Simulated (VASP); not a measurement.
VASP ran on this input.

INCAR:
```
SYSTEM = CoAl
PREC = Accurate
ENCUT = 400
EDIFF = 1E-6
NELM = 60
ALGO = Normal
LREAL = .FALSE.
LASPH = .TRUE.
ISMEAR = 1
SIGMA = 0.1
GGA = PE
LMAXMIX = 4
LWAVE = .FALSE.
LCHARG = .FALSE.
ISIF = 2
IMIX = 1
AMIX = 1.2
BMIX = 0.0001
```

POSCAR:
```
CoAl
1
    2.8600000000     0.0000000000     0.0000000000
    0.0000000000     2.8600000000     0.0000000000
    0.0000000000     0.0000000000     2.8600000000
Al Co
1 1
Direct
  0.5000000000   0.5000000000   0.5000000000
  0.0000000000   0.0000000000   0.0000000000
```

**KPOINTS**
```
Automatic mesh
0
Gamma
10 10 10
0 0 0
```

POTCAR, in this order: Al Co (PBE.64 set). Program: vasp_std.

The run wrote:

standard output:
```
...
DAV:  21    -0.172313126235E+04    0.40859E+02   -0.21124E+04  1434   0.671E+02    0.855E+02
DAV:  22    -0.178718895228E+04   -0.64058E+02   -0.20534E+04  1730   0.462E+02    0.101E+03
DAV:  23    -0.183479995983E+04   -0.47611E+02   -0.22710E+04  1372   0.686E+02    0.104E+03
DAV:  24    -0.181745602285E+04    0.17344E+02   -0.20625E+04  1766   0.460E+02    0.106E+03
DAV:  25    -0.186597133089E+04   -0.48515E+02   -0.23124E+04  1442   0.701E+02    0.107E+03
DAV:  26    -0.181283066397E+04    0.53141E+02   -0.20787E+04  1728   0.473E+02    0.102E+03
DAV:  27    -0.181890027239E+04   -0.60696E+01   -0.22472E+04  1414   0.687E+02    0.102E+03
DAV:  28    -0.182313422119E+04   -0.42339E+01   -0.20626E+04  1736   0.470E+02    0.107E+03
DAV:  29    -0.187638635672E+04   -0.53252E+02   -0.23264E+04  1426   0.711E+02    0.107E+03
DAV:  30    -0.181614478421E+04    0.60242E+02   -0.20768E+04  1722   0.472E+02    0.102E+03
DAV:  31    -0.181979604638E+04   -0.36513E+01   -0.22464E+04  1404   0.699E+02    0.101E+03
DAV:  32    -0.179911311820E+04    0.20683E+02   -0.20579E+04  1752   0.480E+02    0.102E+03
DAV:  33    -0.182732512792E+04   -0.28212E+02   -0.22602E+04  1416   0.692E+02    0.102E+03
DAV:  34    -0.179661695789E+04    0.30708E+02   -0.20707E+04  1742   0.478E+02    0.989E+02
DAV:  35    -0.179973816791E+04   -0.31212E+01   -0.22238E+04  1422   0.689E+02    0.983E+02
DAV:  36    -0.179305427616E+04    0.66839E+01   -0.20568E+04  1744   0.465E+02    0.988E+02
DAV:  37    -0.180984880285E+04   -0.16795E+02   -0.22332E+04  1424   0.690E+02    0.993E+02
DAV:  38    -0.180697274143E+04    0.28761E+01   -0.20652E+04  1752   0.465E+02    0.102E+03
DAV:  39    -0.183013385589E+04   -0.23161E+02   -0.22612E+04  1406   0.706E+02    0.102E+03
DAV:  40    -0.180988582315E+04    0.20248E+02   -0.20669E+04  1738   0.470E+02    0.103E+03
DAV:  41    -0.183923640295E+04   -0.29351E+02   -0.22731E+04  1406   0.721E+02    0.103E+03
DAV:  42    -0.179751813748E+04    0.41718E+02   -0.20675E+04  1748   0.470E+02    0.101E+03
DAV:  43    -0.181396882154E+04   -0.16451E+02   -0.22406E+04  1398   0.692E+02    0.101E+03
DAV:  44    -0.180621069423E+04    0.77581E+01   -0.20542E+04  1748   0.472E+02    0.103E+03
DAV:  45    -0.184667009026E+04   -0.40459E+02   -0.22866E+04  1418   0.700E+02    0.104E+03
DAV:  46    -0.182025547541E+04    0.26415E+02   -0.20637E+04  1764   0.477E+02    0.106E+03
DAV:  47    -0.185673629844E+04   -0.36481E+02   -0.22951E+04  1396   0.699E+02    0.106E+03
DAV:  48    -0.179686971453E+04    0.59867E+02   -0.20606E+04  1708   0.480E+02    0.991E+02
DAV:  49    -0.180333070352E+04   -0.64610E+01   -0.22251E+04  1428   0.702E+02    0.982E+02
DAV:  50    -0.179194666047E+04    0.11384E+02   -0.20608E+04  1728   0.472E+02    0.996E+02
DAV:  51    -0.180903651273E+04   -0.17090E+02   -0.22378E+04  1456   0.691E+02    0.995E+02
DAV:  52    -0.179468753273E+04    0.14349E+02   -0.20611E+04  1724   0.465E+02    0.966E+02
DAV:  53    -0.179627140535E+04   -0.15839E+01   -0.22164E+04  1440   0.698E+02    0.966E+02
DAV:  54    -0.181171209918E+04   -0.15441E+02   -0.20654E+04  1740   0.468E+02    0.104E+03
DAV:  55    -0.185629123811E+04   -0.44579E+02   -0.23004E+04  1434   0.705E+02    0.106E+03
DAV:  56    -0.182058458355E+04    0.35707E+02   -0.20762E+04  1728   0.472E+02    0.101E+03
DAV:  57    -0.183246054888E+04   -0.11876E+02   -0.22577E+04  1382   0.711E+02    0.995E+02
DAV:  58    -0.181006287418E+04    0.22398E+02   -0.20568E+04  1742   0.461E+02    0.104E+03
DAV:  59    -0.184647975488E+04   -0.36417E+02   -0.22864E+04  1386   0.698E+02    0.105E+03
DAV:  60    -0.181393309115E+04    0.32547E+02   -0.20616E+04  1738   0.469E+02

 -----------------------------------------------------------------------------
|                                                                             |
|           W    W    AA    RRRRR   N    N  II  N    N   GGGG   !!!           |
|           W    W   A  A   R    R  NN   N  II  NN   N  G    G  !!!           |
|           W    W  A    A  R    R  N N  N  II  N N  N  G       !!!           |
|           W WW W  AAAAAA  RRRRR   N  N N  II  N  N N  G  GGG   !            |
|           WW  WW  A    A  R   R   N   NN  II  N   NN  G    G                |
|           W    W  A    A  R    R  N    N  II  N    N   GGGG   !!!           |
|                                                                             |
|     The electronic self-consistency was not achieved in the given           |
|     number of steps (NELM). The forces and other quantities evaluated       |
|     might not be reliable so examine the results carefully. If you find     |
|     spurious results, we suggest increasing NELM, if you were close to      |
|     convergence or switching to a different ALGO or adjusting the           |
|     density mixing parameters otherwise.                                    |
|                                                                             |
 -----------------------------------------------------------------------------

   1 F= -.18139331E+04 E0= -.18139329E+04  d E =-.707435E-03
```

File OUTCAR:
```
------------------------ aborting loop EDIFF was not reached (unconverged)  ----------------------------
  FORCE on cell =-STRESS in cart. coord.  units (eV):
  Direction    XX          YY          ZZ          XY          YZ          ZX
  --------------------------------------------------------------------------------------
  Total     1384.7823448   1384.7823448   1384.7823448     -0.0000000     -0.0000000      0.0000000
  in kB    94840.5362478  94840.5362478  94840.5362478     -0.0000000     -0.0000000      0.0000000
  external PRESSURE =   94840.5362478 kB  Pullay stress =       0.0000000 kB
  volume of cell :       23.39
      direct lattice vectors                 reciprocal lattice vectors
     2.860000000  0.000000000  0.000000000     0.349650350  0.000000000  0.000000000
     0.000000000  2.860000000  0.000000000     0.000000000  0.349650350  0.000000000
     0.000000000  0.000000000  2.860000000     0.000000000  0.000000000  0.349650350
 POSITION                                       TOTAL-FORCE (eV/Angst)
 -----------------------------------------------------------------------------------
      1.43000      1.43000      1.43000         0.000000      0.000000      0.000000
      0.00000      0.00000      0.00000         0.000000      0.000000      0.000000
 -----------------------------------------------------------------------------------
    total drift:                               -0.000000     -0.000000     -0.000000
  FREE ENERGIE OF THE ION-ELECTRON SYSTEM (eV)
  ---------------------------------------------------
  free  energy   TOTEN  =     -1813.9330911534 eV

  energy  without entropy=    -1813.9323837180  energy(sigma->0) =    -1813.93285534
```
(Selected blocks of OUTCAR.)

Q: Read input and log: which fault does this run have?
A. LDAUL, LDAUU and LDAUJ hold more entries than there are species
B. simple mixing (IMIX = 1) with AMIX above 1 overshoots
C. the lattice was typed in bohr, and VASP reads ångström
D. LEPSILON was set for a metal

A: B, simple mixing (IMIX = 1) with AMIX above 1 overshoots. The run did not converge; its last values are not results. Against the sound run, the energy per atom (σ→0) falls by 900.971 eV/atom; the pressure rises by 9485.97 GPa.

To mend it, remove IMIX, remove AMIX, remove BMIX.

The mended run (PBE GGA, plane waves, VASP's PBE PAW potentials (set 64)) converges, and its OSZICAR ends with
```
   1 F= -.11989494E+02 E0= -.11990035E+02  d E =0.162528E-02
```

The compound is CoAl in the CsCl type structure. The cell was not relaxed at this level. The run is not spin-polarised, so no magnetic state was tried.
